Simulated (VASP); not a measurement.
Here is the system:

```
Nb
1.0
   -1.64398     1.64398     1.64398
    1.64398    -1.64398     1.64398
    1.64398     1.64398    -1.64398
Nb
1
Cartesian
  0.00000   0.00000   0.00000
```

These are optB86b-vdW, VASP's PBE PAW potentials (set 64) (plane waves; VASP) values and carry that method's errors. Settings: 520 eV cut-off, Gaussian smearing of 0.050 eV, potentials Nb_sv.

Problem. Give the energies of bands 5 to 9 at the high-symmetry points, in eV from the Fermi level.

Solution. 
```
band      Γ      H      N      P
----  -----  -----  -----  -----
5     -5.92  -3.79  -3.76  -1.09
6      0.35  -3.79  -1.70  -1.09
7      0.35   5.69   2.40  -1.09
8      0.35   5.69   3.35   4.17
9      3.31   5.69   4.04   4.17
```

It has no gap at this level: it comes out as a metal or semimetal.

The compound is Nb in the bcc structure. It was relaxed first.
